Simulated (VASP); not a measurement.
Level of theory: PBEsol GGA, VASP's PBE PAW potentials (set 64) (plane waves; VASP).

The input files of a VASP run:

### KPOINTS
```
Automatic mesh
0
gamma
 8 8 8
0 0 0
```

### INCAR
```
ALGO  =  Normal
EDIFF  =  1E-7
ENCUT  =  520
GGA  =  PS
ISIF  =  2
ISMEAR  =  0
LASPH  =  .True.
LCHARG  =  .False.
LMAXMIX  =  4
LREAL  =  .False.
LWAVE  =  .False.
NELM  =  100
PREC  =  Accurate
SIGMA  =  0.05
SYSTEM  =  Li2Se
```

### POSCAR
```
Li2Se
1.0
  0.0000000000   3.0326483658   3.0326483658
  3.0326483658   0.0000000000   3.0326483658
  3.0326483658   3.0326483658   0.0000000000
Li Se
2 1
direct
  0.2500000000   0.2500000000   0.2500000000
  0.7500000000   0.7500000000   0.7500000000
  0.0000000000   0.0000000000   0.0000000000
```

POTCAR, in this order: Li_sv Se (PBE.64 set). Program: vasp_std.

Task: What does the run give for the energy per atom (σ→0), pressure, band gap (on the k-mesh)?

Result: 
```
Quantity                          Result
------------------------  --------------
energy per atom (σ→0)     -3847 meV/atom
band gap (on the k-mesh)         2.86 eV
pressure                       -1.86 GPa
```

**OSZICAR**
```
...
DAV:   8    -0.115419738803E+02   -0.35397E-02   -0.18701E-02   760   0.101E+00    0.191E-01
DAV:   9    -0.115419327450E+02    0.41135E-04   -0.14920E-03   786   0.216E-01    0.971E-02
DAV:  10    -0.115421157922E+02   -0.18305E-03   -0.29021E-04   630   0.122E-01    0.370E-02
DAV:  11    -0.115421167382E+02   -0.94593E-06   -0.17269E-05   806   0.363E-02    0.160E-02
DAV:  12    -0.115421187939E+02   -0.20557E-05   -0.56408E-06   648   0.169E-02    0.484E-03
DAV:  13    -0.115421186021E+02    0.19175E-06   -0.62772E-07   800   0.727E-03    0.167E-03
DAV:  14    -0.115421185099E+02    0.92236E-07   -0.41385E-08   378   0.222E-03
   1 F= -.11542119E+02 E0= -.11542119E+02  d E =-.243902E-14
```

The compound is Li2Se in the antifluorite structure. This cell is one point of a volume scan, at 1.06 of the reference volume.
